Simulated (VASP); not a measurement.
Write the native input for VASP 6.6.1 that does the following.

| Quantity | Value |
| --- | --- |
| Task | relaxation of cell and atoms |
| Functional | PBE |
| Potentials or basis | VASP PAW PBE potentials, release 64 (Cd, Te) |
| Cutoff | 600 eV |
| k mesh | 8 × 8 × 8 |
| Occupations | gaussian, width 0.02 eV |
| Spin | no spin polarisation |
| Dipole correction | no |
| Further INCAR settings | ALGO = Normal; EDIFF = 1e-06; IBRION = 2; EDIFFG = -0.002; NSW = 100; ISIF = 3 |

The structure of CdTe (e600) lies in POSCAR:

```
CdTe
1.0
    0.0000000000      3.2050000000      3.2050000000
    3.2050000000      0.0000000000      3.2050000000
    3.2050000000      3.2050000000      0.0000000000
Cd Te
1 1
Direct
    0.0000000000      0.0000000000      0.0000000000
    0.2500000000      0.2500000000      0.2500000000
```

One way to write it, as run:

INCAR

```
SYSTEM = CdTe
PREC = Accurate
ENCUT = 600
EDIFF = 1E-6
ISMEAR = 0
SIGMA = 0.02
LREAL = .FALSE.
LASPH = .TRUE.
NELM = 100
ALGO = Normal
ISIF = 3
LWAVE = .FALSE.
LCHARG = .FALSE.
GGA = PE
IBRION = 2
NSW = 100
EDIFFG = -0.002
```

KPOINTS

```
regular mesh
0
G
  8 8 8
  0 0 0
```

Potentials or basis: VASP PAW PBE potentials, release 64 (Cd, Te).

The run is started by

```sh
$ cat potpaw_PBE.64/Cd/POTCAR potpaw_PBE.64/Te/POTCAR > POTCAR
$ mpirun -np 1 vasp_std > vasp.out
```

Results of the run:

```
Relaxed volume                         : 36.33 Å³/atom
Relaxed cell                           : a = 4.684 Å, b = 4.684 Å, c = 4.684 Å, α = 60.00°, β = 60.00°, γ = 60.00°
Space group after relaxing (to 0.05 Å) : F-43m (No. 216)
Energy gained by relaxing              : 42.0 meV/atom
Ionic steps                            : 5
Pressure after relaxing                : 0.0 GPa
Band gap on the k mesh                 : 0.58 eV, direct
```

Caveat: spin-orbit coupling is left out, which moves the levels of the heavy elements; the volume moved by +10 % from the deposited cell, more than functionals usually miss.

Run time: 36 s on 1 thread of Intel(R) Xeon(R) 6975P-C (Granite Rapids), with other jobs on the host, peak memory 0.24 GiB.
